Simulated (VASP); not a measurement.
Consider the following.

```
CELL_PARAMETERS angstrom
      4.79264     0.00000     0.00000
      0.00000     4.79264     0.00000
      0.00000     0.00000     4.79264
ATOMIC_POSITIONS crystal
  Mn 0.63827 0.13827 0.36173
  Mn 0.86173 0.86173 0.86173
  Mn 0.13827 0.36173 0.63827
  Mn 0.36173 0.63827 0.13827
  Ge 0.34226 0.84226 0.65774
  Ge 0.15774 0.15774 0.15774
  Ge 0.84226 0.65774 0.34226
  Ge 0.65774 0.34226 0.84226
```

Computed with r2SCAN meta-GGA, VASP's PBE PAW potentials (set 64) (plane waves; VASP). Numerical set-up: 400 eV cut-off, 7×7×7 Γ-centred mesh, tetrahedra with Blöchl corrections, potentials Mn_pv Ge_d.

The cores are frozen, which limits the accuracy of field gradients. The run has a spin-polarised start.

**Question.** Give the principal components of the electric field gradient (V/Å²) and the asymmetry η at each nucleus.

**Answer.** 
```
atom   Vxx   Vyy    Vzz     η
----  ----  ----  -----  ----
Mn1   -4.2  -4.2    8.3  0.00
Mn2   -4.2  -4.2    8.3  0.00
Mn3   -4.2  -4.2    8.3  0.00
Mn4   -4.2  -4.2    8.3  0.00
Ge5   37.2  37.2  -74.4  0.00
Ge6   37.2  37.2  -74.4  0.00
Ge7   37.2  37.2  -74.4  0.00
Ge8   37.2  37.2  -74.4  0.00
```

The structure comes from a computed database's MnGe entry (P2_13); how it stands against other phases isn't given here. It was relaxed first.
